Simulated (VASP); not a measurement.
VASP ran on this input.

### INCAR
```
ALGO = Normal
EDIFF = 1E-7
EDIFFG = -0.01
ENCUT = 520
GGA = PE
IBRION = 2
ISIF = 4
ISMEAR = 1
LASPH = T
LCHARG = F
LMAXMIX = 6
LREAL = F
LWAVE = F
NELM = 100
NSW = 30
PREC = Accurate
SIGMA = 0.1
SYSTEM = CuAu
```

### POSCAR
```
CuAu
1
    2.8669677408     0.0000000000    -0.0000000000
    0.0000000000     2.8669677408    -0.0000000000
    0.0000000000     0.0000000000     3.7619599050
Cu Au
1 1
Direct
  0.0000000000   0.0000000000   0.0000000000
  0.5000000000   0.5000000000   0.5000000000
```

**KPOINTS**
```
Automatic
0
gamma
13 13 10
```

POTCAR, in this order: Cu Au (PBE.64 set). Program: vasp_std.

Q: Write an equivalent input for Quantum ESPRESSO's pw.x.

A: One equivalent input (not run):
```
&CONTROL
  calculation = 'vc-relax'
  pseudo_dir = './pseudo'
  outdir = './out'
  tprnfor = .true.
  tstress = .true.
  nstep = 30
  forc_conv_thr = 0.00039
/
&SYSTEM
  ibrav = 0
  nat = 2
  ntyp = 2
  ecutwfc = 92
  occupations = 'smearing'
  smearing = 'methfessel-paxton'
  degauss = 0.00735
  input_dft = 'pbe'
/
&ELECTRONS
  conv_thr = 7.3e-09
  electron_maxstep = 100
/
&IONS
/
&CELL
  cell_dofree = 'shape'
/
ATOMIC_SPECIES
  Cu 63.546 Cu.upf
  Au 196.967 Au.upf
CELL_PARAMETERS angstrom
     2.8669677    0.0000000   -0.0000000
     0.0000000    2.8669677   -0.0000000
     0.0000000    0.0000000    3.7619599
ATOMIC_POSITIONS crystal
  Cu   0.0000000  0.0000000  0.0000000
  Au   0.5000000  0.5000000  0.5000000
K_POINTS automatic
  13 13 10 0 0 0
```
What does not carry over: the potentials are each code's own (VASP's PAW set, PseudoDojo norm-conserving files in pw.x), so ENCUT and ecutwfc are chosen apart and not converted; conv_thr bounds pw.x's estimated SCF error, while EDIFF bounds the energy change between steps; forc_conv_thr acts on force components and is met together with etot_conv_thr.

The compound is CuAu in the L1_0 structure. This cell is one point of a volume scan, at 1.03 of the reference volume. Symmetry was kept, so distortions that lower it aren't found.
